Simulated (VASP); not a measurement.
Computed with PBEsol GGA, VASP's PBE PAW potentials (set 64) (plane waves; VASP).

VASP ran on this input.

POSCAR:
```
GaSb
1
    0.0000000000     3.0544226441     3.0544226441
    3.0544226441     0.0000000000     3.0544226441
    3.0544226441     3.0544226441     0.0000000000
Ga Sb
1 1
Direct
  0.0000000000   0.0000000000   0.0000000000
  0.2500000000   0.2500000000   0.2500000000
```

KPOINTS:
```
kpoints
0
Gamma
 10 10 10
```

INCAR:
```
# general
SYSTEM =GaSb
PREC   =Accurate
ENCUT  =480
LREAL  =.FALSE.
LASPH  =.TRUE.

# electronic loop
EDIFF  =1E-7
NELM   =100
ALGO   =Normal
LMAXMIX=4

# smearing
ISMEAR =1
SIGMA  =0.1

# functional
GGA    =PS

# ions
ISIF   =2

# output
LWAVE  =.FALSE.
LCHARG =.FALSE.
```

POTCAR, in this order: Ga_d Sb (PBE.64 set). Program: vasp_std.

Unless said otherwise, spin-orbit coupling is left out, though it shifts the bands of the heavy elements here.

Predict the energy per atom (σ→0), band gap (on the k-mesh).

```yaml
energy per atom (σ→0): -4.077 eV/atom
band gap (on the k-mesh): none (metal, semimetal or under 0.01 eV)
```

### OSZICAR
```
...
DAV:   7    -0.815291232573E+01    0.26595E-01   -0.51607E-02  1462   0.231E+00    0.365E-01
DAV:   8    -0.815292668497E+01   -0.14359E-04   -0.52936E-03  1613   0.107E+00    0.940E-02
DAV:   9    -0.815319709503E+01   -0.27041E-03   -0.46900E-04  1325   0.194E-01    0.335E-02
DAV:  10    -0.815319858087E+01   -0.14858E-05   -0.22310E-05  1564   0.428E-02    0.793E-03
DAV:  11    -0.815320873221E+01   -0.10151E-04   -0.12288E-05  1312   0.273E-02    0.346E-03
DAV:  12    -0.815320902317E+01   -0.29096E-06   -0.56406E-07  1452   0.771E-03    0.524E-04
DAV:  13    -0.815320897449E+01    0.48682E-07   -0.37724E-08   976   0.166E-03
   1 F= -.81532090E+01 E0= -.81532036E+01  d E =-.159980E-04
```

The compound is GaSb in the zinc blende structure. It was relaxed first.
